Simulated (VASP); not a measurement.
Level of theory: r2SCAN+rVV10, VASP's PBE PAW potentials (set 64) (plane waves; VASP).

Input for VASP

INCAR:
```
SYSTEM = NiSi2
PREC = Accurate; ENCUT = 520; LREAL = .FALSE.
LASPH = .TRUE.
EDIFF = 1E-7; NELM = 100; ALGO = Normal
LMAXMIX = 4; LMIXTAU = .TRUE.
ISMEAR = 1; SIGMA = 0.1
METAGGA = R2SCAN; LUSE_VDW = .TRUE.; BPARAM = 11.95
CPARAM = 0.0093
ISIF = 2
LWAVE = .FALSE.; LCHARG = .FALSE.
```

KPOINTS:
```
Automatic mesh
0
Gamma
10 10 10
0 0 0
```

### POSCAR
```
NiSi2
1
    0.0000000000     2.7417675406     2.7417675406
    2.7417675406     0.0000000000     2.7417675406
    2.7417675406     2.7417675406     0.0000000000
Si Ni
2 1
Direct
  0.2500000000   0.2500000000   0.2500000000
  0.7500000000   0.7500000000   0.7500000000
  0.0000000000   0.0000000000   0.0000000000
```

POTCAR, in this order: Si Ni (PBE.64 set). Program: vasp_std.

Output of the run:

OSZICAR:
```
       N       E                     dE             d eps       ncg     rms          rms(c)
DAV:   1     0.580733850378E+02    0.58073E+02   -0.82087E+03  1222   0.146E+03
DAV:   2    -0.298644127911E+02   -0.87938E+02   -0.82510E+02  1252   0.258E+02
DAV:   3    -0.341439633301E+02   -0.42796E+01   -0.41580E+01  1591   0.652E+01
DAV:   4    -0.342231185848E+02   -0.79155E-01   -0.79065E-01  1427   0.824E+00
DAV:   5    -0.342253635845E+02   -0.22450E-02   -0.22444E-02  1617   0.148E+00    0.161E+01
DAV:   6    -0.364811796758E+02   -0.22558E+01   -0.53721E+01  1297   0.184E+02    0.251E+01
DAV:   7    -0.302673959518E+02    0.62138E+01   -0.13977E+01  1472   0.110E+02    0.491E+00
DAV:   8    -0.301493217824E+02    0.11807E+00   -0.23428E+00  1757   0.296E+01    0.332E+00
DAV:   9    -0.301062756227E+02    0.43046E-01   -0.20238E-01  1705   0.867E+00    0.632E-01
DAV:  10    -0.301286063676E+02   -0.22331E-01   -0.36606E-02  1589   0.380E+00    0.473E-01
DAV:  11    -0.301199233192E+02    0.86830E-02   -0.36635E-02  1510   0.481E+00    0.570E-01
DAV:  12    -0.301273100405E+02   -0.73867E-02   -0.19733E-02  1384   0.345E+00    0.653E-02
DAV:  13    -0.301274693744E+02   -0.15933E-03   -0.63451E-04  1417   0.452E-01    0.220E-02
DAV:  14    -0.301274679464E+02    0.14280E-05   -0.11158E-05  1693   0.277E-02    0.210E-02
DAV:  15    -0.301274757295E+02   -0.77831E-05   -0.19775E-06  1555   0.297E-02    0.197E-02
DAV:  16    -0.301274426330E+02    0.33096E-04   -0.87859E-06  1392   0.350E-02    0.115E-02
DAV:  17    -0.301274550737E+02   -0.12441E-04   -0.16307E-06  1397   0.138E-02    0.106E-02
DAV:  18    -0.301274518887E+02    0.31850E-05   -0.95540E-08   996   0.396E-03    0.774E-03
DAV:  19    -0.301274544625E+02   -0.25738E-05   -0.30371E-07  1318   0.660E-03    0.150E-03
DAV:  20    -0.301274535256E+02    0.93693E-06   -0.26997E-08   756   0.311E-03    0.173E-03
DAV:  21    -0.301274555135E+02   -0.19879E-05   -0.91547E-09   721   0.166E-03    0.181E-03
DAV:  22    -0.301274532090E+02    0.23045E-05   -0.37969E-08   696   0.499E-03    0.635E-04
DAV:  23    -0.301274541932E+02   -0.98414E-06   -0.89056E-09   681   0.114E-03    0.280E-04
DAV:  24    -0.301274539617E+02    0.23149E-06   -0.16604E-09   671   0.790E-04    0.219E-04
DAV:  25    -0.301274541112E+02   -0.14955E-06   -0.36490E-10   681   0.253E-04    0.166E-04
DAV:  26    -0.301274541393E+02   -0.28111E-07   -0.22014E-10   681   0.172E-04
   1 F= -.30127454E+02 E0= -.30127085E+02  d E =-.110753E-02
```

File OUTCAR:
```
------------------------ aborting loop because EDIFF is reached ----------------------------------------
  FORCE on cell =-STRESS in cart. coord.  units (eV):
  Direction    XX          YY          ZZ          XY          YZ          ZX
  --------------------------------------------------------------------------------------
  Total       -2.1901917     -2.1901917     -2.1901917     -0.0000000      0.0000000     -0.0000000
  in kB      -85.1276838    -85.1276838    -85.1276838     -0.0000000      0.0000000     -0.0000000
  external PRESSURE =     -85.1276838 kB  Pullay stress =       0.0000000 kB
  volume of cell :       41.22
      direct lattice vectors                 reciprocal lattice vectors
     0.000000000  2.741767541  2.741767541    -0.182364111  0.182364111  0.182364111
     2.741767541  0.000000000  2.741767541     0.182364111 -0.182364111  0.182364111
     2.741767541  2.741767541  0.000000000     0.182364111  0.182364111 -0.182364111
 POSITION                                       TOTAL-FORCE (eV/Angst)
 -----------------------------------------------------------------------------------
      1.37088      1.37088      1.37088        -0.000000      0.000000      0.000000
      4.11265      4.11265      4.11265         0.000000     -0.000000     -0.000000
      0.00000      0.00000      0.00000        -0.000000     -0.000000     -0.000000
 -----------------------------------------------------------------------------------
    total drift:                                0.000000     -0.000000     -0.000000
  FREE ENERGIE OF THE ION-ELECTRON SYSTEM (eV)
  ---------------------------------------------------
  free  energy   TOTEN  =       -30.1274541393 eV

  energy  without entropy=      -30.1263466137  energy(sigma->0) =      -30.12708496
```
(Selected blocks of OUTCAR.)

The compound is NiSi2 in the fluorite structure. This cell is one point of a volume scan, at 1.06 of the reference volume. The run is not spin-polarised, so no magnetic state was tried.
